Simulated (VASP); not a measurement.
HPbNO4: band structure with PBE

HPbNO4:

```
CELL_PARAMETERS angstrom
4.12040 -0.00081 -0.01120
0.00404 6.42722 0.05360
0.02791 3.20707 7.74994
ATOMIC_POSITIONS crystal
H 0.90366 0.21821 0.48851
H 0.40337 0.78177 0.51142
Pb 0.39455 0.30863 0.70725
Pb 0.89489 0.69135 0.29266
N 0.63409 0.19990 0.20730
N 0.13386 0.80012 0.79275
O 0.90829 0.32866 0.54369
O 0.53792 0.39076 0.19497
O 0.53483 0.11279 0.10602
O 0.83718 0.08887 0.32672
O 0.40817 0.67132 0.45624
O 0.03774 0.60924 0.80520
O 0.03429 0.88737 0.89397
O 0.33716 0.91101 0.67330
```

The cell was built by a generator and needn't be a form met in nature.

```json
{
  "Program": "VASP 6.6.1",
  "Task": "band structure",
  "Functional": "PBE",
  "Potentials or basis": "VASP PAW PBE potentials, release 64 (H, Pb_d, N, O)",
  "Cutoff": "520 eV",
  "k mesh": "7 × 5 × 4",
  "Occupations": "fermi-dirac, width 0.05 eV",
  "Spin": "no spin polarisation",
  "Further INCAR settings": "ALGO = Normal; EDIFF = 1e-06; NBANDS = 57"
}
```

```json
{"Pressure": "0.6 GPa", "Largest force": "0.414 eV/Å", "Band gap on the k mesh": "3.27 eV, indirect (least direct gap 3.36 eV)", "Band gap along the path": "3.28 eV, indirect (least direct gap 3.35 eV)"}
```

Forces in eV/Å, atoms in the order of the input:
```
H   -0.002 -0.094 -0.046
H   -0.002  0.094  0.046
Pb   0.006  0.006  0.013
Pb   0.005 -0.006 -0.013
N    0.043 -0.006  0.045
N    0.040  0.004 -0.043
O   -0.001  0.069  0.039
O   -0.121  0.390 -0.020
O   -0.132 -0.296 -0.258
O    0.208 -0.077  0.232
O   -0.002 -0.069 -0.040
O   -0.120 -0.388  0.021
O   -0.130  0.296  0.258
O    0.208  0.077 -0.235
```

Stress tensor (GPa, compression positive):
```
0.19 0.00 0.00
0.00 1.11 0.25
0.00 0.25 0.46
```

Levels at the corners of the path, in eV from the valence-band top:
```
point  band 41  band 42  band 43  band 44  band 45  band 46  band 47  band 48
    X    -1.14    -0.59    -0.30     0.00     3.61     3.61     3.92     4.45
    Γ    -1.28    -0.29    -0.21    -0.16     3.36     3.53     4.56     4.75
    Γ    -1.28    -0.29    -0.21    -0.16     3.36     3.53     4.56     4.75
    Y    -0.73    -0.73    -0.19    -0.19     3.32     3.32     4.64     4.64
    L    -0.76    -0.76    -0.08    -0.08     3.30     3.30     4.61     4.61
    Γ    -1.28    -0.29    -0.21    -0.16     3.36     3.53     4.56     4.75
    Γ    -1.28    -0.29    -0.21    -0.16     3.36     3.53     4.56     4.75
    Z    -0.71    -0.71    -0.12    -0.12     3.35     3.35     4.57     4.57
    N    -0.71    -0.71    -0.12    -0.11     3.29     3.30     4.64     4.64
    Γ    -1.28    -0.29    -0.21    -0.16     3.36     3.53     4.56     4.75
    Γ    -1.28    -0.29    -0.21    -0.16     3.36     3.53     4.56     4.75
    M    -1.26    -0.44    -0.30    -0.03     3.51     3.53     4.51     4.57
    R    -1.19    -0.42    -0.35    -0.17     3.47     3.60     4.34     4.53
    Γ    -1.28    -0.29    -0.21    -0.16     3.36     3.53     4.56     4.75
```

Wall time 5.4 min on 4 MPI ranks on AMD EPYC 9R45 (Zen 5), with other jobs on the host, peak memory 1.1 GiB a rank.

Caveat: the standard files for N, O and F lose accuracy on very short bonds; spin-orbit coupling is left out, which as a rule narrows the gap of such compounds by several tenths of an eV. A hybrid or GW would open this gap; PBE tends to underestimate it.
